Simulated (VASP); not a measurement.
Level of theory: optB88-vdW, VASP's PBE PAW potentials (set 64) (plane waves; VASP).

Input for VASP

POSCAR:
```
CrO2
1
    4.5135177583     0.0000000000     0.0000000000
    0.0000000000     4.5135177583     0.0000000000
    0.0000000000     0.0000000000     2.9791676527
Cr O
2 4
Direct
  0.0000000000   0.0000000000   0.0000000000
  0.5000000000   0.5000000000   0.5000000000
  0.3029539938   0.3029539938   0.0000000000
  0.8029539938   0.1970460062   0.5000000000
  0.1970460062   0.8029539938   0.5000000000
  0.6970460062   0.6970460062   0.0000000000
```

INCAR:
```
SYSTEM  =  CrO2
PREC  =  Accurate; ENCUT  =  520; LREAL  =  .False.
LASPH  =  .True.
EDIFF  =  1E-7; NELM  =  100; ALGO  =  Normal
LMAXMIX  =  4
ISMEAR  =  1; SIGMA  =  0.1
GGA  =  BO; LUSE_VDW  =  .True.; AGGAC  =  0.0
PARAM1  =  0.1833333333; PARAM2  =  0.22
MAGMOM  =  2*2.1 4*-0.1
ISPIN  =  2
IBRION  =  2; NSW  =  30; ISIF  =  4
EDIFFG  =  -0.01
LWAVE  =  .False.; LCHARG  =  .False.; LORBIT  =  10
```

### KPOINTS
```
K-points
0
G
  7 7 10
```

POTCAR, in this order: Cr_pv O (PBE.64 set). Program: vasp_std.

Problem. Estimate the energy per atom (σ→0), cell moment, band gap (on the k-mesh).

Solution. 
```
Item                                                        Result
------------------------  ----------------------------------------
energy per atom (σ→0)                               -6.368 eV/atom
cell moment                                                4.00 μB
band gap (on the k-mesh)  none (metal, semimetal or under 0.01 eV)
```

**OSZICAR**
```
...
DAV:   2    -0.382113959621E+02    0.68250E-03   -0.11511E-02  8790   0.870E-01    0.287E-01
DAV:   3    -0.382109774349E+02    0.41853E-03   -0.19486E-03  9686   0.443E-01    0.189E-01
DAV:   4    -0.382106986660E+02    0.27877E-03   -0.13488E-03 10308   0.319E-01    0.149E-01
DAV:   5    -0.382106886053E+02    0.10061E-04   -0.15090E-04  9074   0.113E-01    0.777E-02
DAV:   6    -0.382106819631E+02    0.66422E-05   -0.15398E-05 10442   0.308E-02    0.604E-02
DAV:   7    -0.382106800640E+02    0.18991E-05   -0.81536E-06 10482   0.205E-02    0.115E-02
DAV:   8    -0.382106799720E+02    0.92063E-07   -0.58517E-07  7314   0.566E-03
   3 F= -.38210680E+02 E0= -.38210874E+02  d E =-.713521E-02  mag=     4.0000
```

The compound is CrO2 in the rutile structure. This cell is one point of a volume scan, at 1.06 of the reference volume. Symmetry was kept, so distortions that lower it aren't found.
